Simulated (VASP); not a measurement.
Input:

```
CELL_PARAMETERS angstrom
      0.00000     1.90843     1.90843
      1.90843     0.00000     1.90843
      1.90843     1.90843     0.00000
ATOMIC_POSITIONS crystal
  Rh 0.00000 0.00000 0.00000
```

The numbers are results of PBEsol GGA, VASP's PBE PAW potentials (set 64) (plane waves; VASP), not measurements. Run with 520 eV cut-off, 16×16×16 Γ-centred mesh, first-order Methfessel-Paxton smearing of 0.10 eV, potentials Rh_pv.

The job: Rh (fcc), 1 atom, PBEsol, static run, 520 eV, 16×16×16 Γ-centred mesh. Roughly how much core time does it take on a busy server core?

About 30 core-seconds (one run on a shared machine, a rough figure). It had 145 irreducible k-points, 11 bands, up to 388 plane waves and 11 electronic steps.

The compound is Rh in the fcc structure. This cell is one point of a volume scan, at 1.03 of the reference volume.
